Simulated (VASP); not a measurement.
Consider the following.

```
AlNi
1.0
    2.89000     0.00000     0.00000
    0.00000     2.89000     0.00000
    0.00000     0.00000     2.89000
Al Ni
1 1
Cartesian
  1.44500   1.44500   1.44500
  0.00000   0.00000   0.00000
```

Computed with PBE GGA, VASP's PBE PAW potentials (set 64) (plane waves; VASP). Run with 400 eV cut-off, 11×11×11 Γ-centred mesh, first-order Methfessel-Paxton smearing of 0.10 eV, potentials Al Ni.

Problem. Predict the energy per atom (σ→0), band gap (on the k-mesh) with the smallest direct gap where there is one.

Solution. 
| Item | Result |
|---|---|
| band gap (on the k-mesh) | none (metal, semimetal or under 0.01 eV) |
| energy per atom (σ→0) | -5.268 eV/atom |

The compound is NiAl in the CsCl type structure. The cell was not relaxed at this level. The run is not spin-polarised, so no magnetic state was tried. The electron count is odd and the run is not spin-polarised, which forces a metal.
